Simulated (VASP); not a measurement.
OSZICAR of a VASP run on NiAu (space group R-3m):

### OSZICAR
```
       N       E                     dE             d eps       ncg     rms          rms(c)
DAV:   1     0.774937246461E+02    0.77494E+02   -0.72916E+03  4154   0.101E+03
DAV:   2    -0.712036047988E+01   -0.84614E+02   -0.79944E+02  4047   0.225E+02
DAV:   3    -0.916890103860E+01   -0.20485E+01   -0.20076E+01  4831   0.425E+01
DAV:   4    -0.918686872222E+01   -0.17968E-01   -0.17962E-01  4725   0.352E+00
DAV:   5    -0.918727591385E+01   -0.40719E-03   -0.40719E-03  4901   0.564E-01    0.131E+01
DAV:   6    -0.103039752199E+02   -0.11167E+01   -0.11938E+01  3957   0.658E+01    0.168E+01
DAV:   7    -0.833369219365E+01    0.19703E+01   -0.90055E+00  4890   0.795E+01    0.653E+00
DAV:   8    -0.836389555160E+01   -0.30203E-01   -0.29465E-01  4250   0.467E+00    0.376E+00
DAV:   9    -0.834663943707E+01    0.17256E-01   -0.54513E-02  5719   0.319E+00    0.126E+00
DAV:  10    -0.834551338885E+01    0.11260E-02   -0.22209E-03  4497   0.618E-01    0.306E-01
DAV:  11    -0.834634520034E+01   -0.83181E-03   -0.16892E-03  4979   0.477E-01    0.233E-01
DAV:  12    -0.834627290208E+01    0.72298E-04   -0.56648E-04  4995   0.329E-01    0.581E-02
DAV:  13    -0.834630485137E+01   -0.31949E-04   -0.97878E-05  5394   0.126E-01    0.319E-02
DAV:  14    -0.834630471662E+01    0.13475E-06   -0.10280E-05  4783   0.391E-02    0.138E-02
DAV:  15    -0.834630461928E+01    0.97345E-07   -0.14393E-06  2322   0.168E-02
   1 F= -.83463046E+01 E0= -.83209398E+01  d E =-.507297E-01  mag=     0.4012
```

Task: Which electronic solver shows in the log?

Result: It is blocked Davidson (ALGO = Normal, or the opening steps of other solvers). The INCAR had ALGO = Normal.

Task: How was spin treated?

Result: Collinear spin (ISPIN = 2): the summary line carries one mag value, 0.40 μB in the cell.

Task: Can the final energy be trusted as converged?

Result: The run converged. It stopped with EDIFF = 1E-6, NELM = 100 (PBE GGA, plane waves, VASP's PBE PAW potentials (set 64)).

The structure was generated: NiAu was put into an ordered model structure, which need not be its known phase. The cell was not relaxed at this level. The k-mesh is coarse (spacing up to 0.33 per Å, 2π included), so the numbers may not be converged in it.
